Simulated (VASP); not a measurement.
Input:

```yaml
crystal:
  lattice:
    - [1.44124, -2.49630, 0.00000]
    - [1.44124, 2.49630, 0.00000]
    - [0.00000, 0.00000, 4.57025]
  atoms:
    - { symbol: Ti, position: [0.33333, 0.66667, 0.25000] }
    - { symbol: Ti, position: [0.66667, 0.33333, 0.75000] }
```

Computed with rev-vdW-DF2, VASP's PBE PAW potentials (set 64) (plane waves; VASP). Settings: 520 eV cut-off, 14×14×8 Γ-centred mesh, first-order Methfessel-Paxton smearing of 0.10 eV, potentials Ti_sv.

Give the stress tensor in GPa (positive for a compressed cell).

```
3.72  0.00  0.00
0.00  3.72  0.00
0.00  0.00  3.60
```
The pressure is its mean diagonal, 3.68 GPa.

The compound is Ti in the hcp structure. This cell is one point of a volume scan, at 0.97 of the reference volume.
